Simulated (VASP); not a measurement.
These are r2SCAN meta-GGA, VASP's PBE PAW potentials (set 64) (plane waves; VASP) values and carry that method's errors.

The input files of a VASP run:

KPOINTS:
```
Automatic mesh
0
Gamma
6 6 6
0 0 0
```

**INCAR**
```
ENCUT  =  520   # plane-wave cut-off (eV)
LREAL  =  Auto   # projection in real space or not
METAGGA  =  R2SCAN
LOPTICS  =  .TRUE.
EDIFF  =  1E-7
NBANDS  =  93
NELM  =  100   # most electronic steps
PREC  =  Accurate
CSHIFT  =  0.1
LWAVE  =  .FALSE.
NEDOS  =  1001   # DOS grid
ALGO  =  Normal   # blocked Davidson
LCHARG  =  .FALSE.
LMAXMIX  =  4
SIGMA  =  0.01
ISMEAR  =  0
LASPH  =  .TRUE.
LPEAD  =  .TRUE.
LMIXTAU  =  .TRUE.
SYSTEM  =  B6As
```

POSCAR:
```
B6As
1.0
  3.0676976129   1.7711359297   3.9659997398
 -3.0676976129   1.7711359297   3.9659997398
  0.0000000000  -3.5422718595   3.9659997398
B As
12 2
Cart
 -0.0000000000  -1.0971457756   1.4090766638
  0.0000000000   1.0971457755  10.4889225556
  0.9501561738   0.5485728878   1.4090766638
 -0.9501561738  -0.5485728879  10.4889225556
 -0.9501561738   0.5485728878   1.4090766638
  0.9501561738  -0.5485728879  10.4889225556
  1.6846239538  -0.9726180313   7.5995287608
 -1.6846239538   0.9726180312   4.2984704586
 -0.0000000000   1.9452360624   7.5995287608
  0.0000000000  -1.9452360625   4.2984704586
 -1.6846239538  -0.9726180313   7.5995287608
  1.6846239538   0.9726180312   4.2984704586
  0.0000000000  -0.0000000001   7.1440278635
 -0.0000000000  -0.0000000000   4.7539713559
```

POTCAR, in this order: B As (PBE.64 set). Program: vasp_std.

Output

File OSZICAR:
```
       N       E                     dE             d eps       ncg     rms          rms(c)
DAV:   1     0.834674408588E+02    0.83467E+02   -0.17707E+04  5952   0.459E+02
DAV:   2    -0.126450017154E+03   -0.20992E+03   -0.19768E+03  7098   0.133E+02
DAV:   3    -0.133661178927E+03   -0.72112E+01   -0.70855E+01  6968   0.198E+01
DAV:   4    -0.133683048053E+03   -0.21869E-01   -0.21863E-01  6888   0.105E+00
DAV:   5    -0.133683069762E+03   -0.21709E-04   -0.21709E-04  6857   0.387E-02    0.131E+01
DAV:   6    -0.120934788830E+03    0.12748E+02   -0.87101E-01  6558   0.605E+00    0.738E+00
DAV:   7    -0.120012651507E+03    0.92214E+00   -0.84966E-01  6691   0.322E+00    0.296E+00
DAV:   8    -0.122043968522E+03   -0.20313E+01   -0.92863E-01  6207   0.286E+00    0.107E+00
DAV:   9    -0.120449917760E+03    0.15941E+01   -0.26794E-01  6197   0.169E+00    0.670E-01
DAV:  10    -0.120479853687E+03   -0.29936E-01   -0.25331E-02  6460   0.492E-01    0.253E-01
DAV:  11    -0.120466764303E+03    0.13089E-01   -0.13089E-02  6238   0.364E-01    0.569E-02
DAV:  12    -0.120473712883E+03   -0.69486E-02   -0.39730E-03  6230   0.210E-01    0.398E-02
DAV:  13    -0.120472569701E+03    0.11432E-02   -0.50333E-04  6657   0.746E-02    0.132E-02
DAV:  14    -0.120472911323E+03   -0.34162E-03   -0.19451E-04  6296   0.456E-02    0.107E-02
DAV:  15    -0.120472917816E+03   -0.64930E-05   -0.26193E-05  6542   0.167E-02    0.327E-03
DAV:  16    -0.120472930441E+03   -0.12624E-04   -0.43918E-06  6301   0.738E-03    0.238E-03
DAV:  17    -0.120472925665E+03    0.47758E-05   -0.18719E-06  6278   0.453E-03    0.385E-04
DAV:  18    -0.120472926163E+03   -0.49862E-06   -0.28238E-07  6499   0.168E-03    0.391E-04
DAV:  19    -0.120472926258E+03   -0.94734E-07   -0.11413E-08  4163   0.292E-04
   1 F= -.12047293E+03 E0= -.12047293E+03  d E =-.366997E-18
 imaginary and real dielectric function
```

File OUTCAR:
```
------------------------ aborting loop because EDIFF is reached ----------------------------------------
  FORCE on cell =-STRESS in cart. coord.  units (eV):
  Direction    XX          YY          ZZ          XY          YZ          ZX
  --------------------------------------------------------------------------------------
  Total        0.0216052      0.0216052     -0.0220007      0.0000000      0.0000000      0.0000000
  in kB        0.2677324      0.2677324     -0.2726335      0.0000000      0.0000000      0.0000000
  external PRESSURE =       0.0876104 kB  Pullay stress =       0.0000000 kB
  volume of cell :      129.29
      direct lattice vectors                 reciprocal lattice vectors
     3.067697613  1.771135930  3.965999740     0.162988685  0.094101567  0.084047745
    -3.067697613  1.771135930  3.965999740    -0.162988685  0.094101567  0.084047745
     0.000000000 -3.542271860  3.965999740     0.000000000 -0.188203134  0.084047745
 POSITION                                       TOTAL-FORCE (eV/Angst)
 -----------------------------------------------------------------------------------
      0.00000     -1.09715      1.40908         0.000000     -0.007822     -0.001599
      0.00000      1.09715     10.48892         0.000000      0.007822      0.001599
      0.95016      0.54857      1.40908         0.006774      0.003911     -0.001599
     -0.95016     -0.54857     10.48892        -0.006774     -0.003911      0.001599
     -0.95016      0.54857      1.40908        -0.006774      0.003911     -0.001599
      0.95016     -0.54857     10.48892         0.006774     -0.003911      0.001599
      1.68462     -0.97262      7.59953        -0.000246      0.000142      0.004821
     -1.68462      0.97262      4.29847         0.000246     -0.000142     -0.004821
      0.00000      1.94524      7.59953         0.000000     -0.000284      0.004821
      0.00000     -1.94524      4.29847         0.000000      0.000284     -0.004821
     -1.68462     -0.97262      7.59953         0.000246      0.000142      0.004821
      1.68462      0.97262      4.29847        -0.000246     -0.000142     -0.004821
      0.00000     -0.00000      7.14403         0.000000     -0.000000      0.004236
      0.00000     -0.00000      4.75397         0.000000      0.000000     -0.004236
 -----------------------------------------------------------------------------------
    total drift:                               -0.000000     -0.000000      0.000000
  FREE ENERGIE OF THE ION-ELECTRON SYSTEM (eV)
  ---------------------------------------------------
  free  energy   TOTEN  =      -120.4729262581 eV

  energy  without entropy=     -120.4729262581  energy(sigma->0) =     -120.47292626

 plasma frequency squared (from intraband transitions) (eV^2)
  --------------------------------------------------------------------------------------
       0.000       0.000       0.000
       0.000       0.000       0.000
       0.000       0.000       0.000

 plasma frequency squared (from interband transitions, int dw w eps(2)(w)) (eV^2)
  --------------------------------------------------------------------------------------
     475.730       0.000      -0.000       0.000       0.000      -0.000
      -0.000       0.000     475.730       0.000      -0.000       0.000
       0.000       0.000      -0.000      -0.000     476.213       0.000
```
(Selected blocks of OUTCAR.)

The dielectric response may not be converged in the k-mesh; for small gaps it tends to come out too large.

The structure comes from a computed database's B6As entry (R-3m); how it stands against other phases isn't given here. It was relaxed first.
